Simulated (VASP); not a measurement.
Given:

```yaml
crystal:
  lattice:
    - [0.00000, 2.82052, 2.82052]
    - [2.82052, 0.00000, 2.82052]
    - [2.82052, 2.82052, 0.00000]
  atoms:
    - { symbol: Hg, position: [0.00000, 0.00000, 0.00000] }
    - { symbol: Se, position: [0.25000, 0.25000, 0.25000] }
```

Level of theory: PBE GGA, VASP's PBE PAW potentials (set 64) (plane waves; VASP). Numerical set-up: 480 eV cut-off, 10×10×10 Γ-centred mesh, first-order Methfessel-Paxton smearing of 0.10 eV, potentials Hg Se.

Unless said otherwise, spin-orbit coupling is left out, though it shifts the bands of the heavy elements here.

Q: Predict the energy per atom (σ→0), pressure, band gap (on the k-mesh) with the smallest direct gap where there is one.

A: 
```
Property                                                    Result
------------------------  ----------------------------------------
band gap (on the k-mesh)  none (metal, semimetal or under 0.01 eV)
energy per atom (σ→0)                               -1.472 eV/atom
pressure                                                 29.98 GPa
```

The compound is HgSe in the zinc blende structure. It was relaxed first under an external pressure of 30 GPa.
